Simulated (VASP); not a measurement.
Consider the following.

```yaml
crystal:
  lattice:
    - [1.80971, -3.13450, 0.00000]
    - [1.80971, 3.13450, 0.00000]
    - [0.00000, 0.00000, 5.85841]
  atoms:
    - { symbol: Hf, position: [0.00000, 0.00000, 0.00000] }
    - { symbol: S, position: [0.33333, 0.66667, 0.24743] }
    - { symbol: S, position: [0.66667, 0.33333, 0.75257] }
```

Level of theory: PBE GGA with D3 dispersion (zero damping), VASP's PBE PAW potentials (set 64) (plane waves; VASP). Settings: 520 eV cut-off, Gaussian smearing of 0.050 eV, potentials Hf_pv S.

Unless said otherwise, spin-orbit coupling is left out, though it shifts the bands of the heavy elements here.

Q: Give the energies of bands 6 to 14 at the high-symmetry points, in eV from the valence-band maximum.

A: 
```
band      Γ      M      K      A      L      H
----  -----  -----  -----  -----  -----  -----
6     -4.86  -4.92  -4.09  -3.68  -5.04  -3.77
7     -2.80  -2.90  -3.58  -2.76  -3.56  -3.77
8     -2.80  -2.59  -3.58  -2.76  -2.67  -3.76
9     -0.12  -2.50  -2.22  -1.92  -2.42  -2.27
10    -0.12  -2.05  -2.22  -0.26  -1.09  -1.87
11    -0.01  -1.37  -1.69  -0.26  -0.93  -1.87
12     1.94   1.14   2.56   1.90   0.99   2.76
13     1.94   4.03   3.66   1.90   4.01   3.28
14     2.52   4.08   3.66   2.81   4.12   3.28
```

The gap is indirect, 0.99 eV, from the valence maximum at K-Γ at 0.89 to the conduction minimum at L.

Measured: gap 1.80 eV (computed value off by -0.81 eV), as given by Miłosz Rybak et al., Nanomaterials (2022), arXiv:2210.12074.

The compound is HfS2 in the 1T layered structure. It was relaxed first.
